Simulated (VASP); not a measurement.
Here is the system:

```
CELL_PARAMETERS angstrom
      0.00000     2.26505     2.26505
      2.26505     0.00000     2.26505
      2.26505     2.26505     0.00000
ATOMIC_POSITIONS crystal
  Ta 0.00000 0.00000 0.00000
  C  0.50000 0.50000 0.50000
```

Method: PW91 GGA, VASP's PBE PAW potentials (set 64) (plane waves; VASP). Numerical set-up: 520 eV cut-off, 14×14×14 Γ-centred mesh, first-order Methfessel-Paxton smearing of 0.10 eV, potentials Ta_pv C.

Unless said otherwise, spin-orbit coupling is left out, though it shifts the bands of the heavy elements here.

Task: Estimate the energy per atom (σ→0), pressure, band gap (on the k-mesh) with the smallest direct gap where there is one.

Result: 
The band gap (on the k-mesh) is none (metal, semimetal or under 0.01 eV) and the energy per atom (σ→0) is -11.059 eV/atom. The pressure comes out as -8.96 GPa.

Only differences to runs with the same potentials and settings are physical.

The compound is TaC in the rock salt structure. This cell is one point of a volume scan, at 1.03 of the reference volume. The electron count is odd and the run is not spin-polarised, which forces a metal.
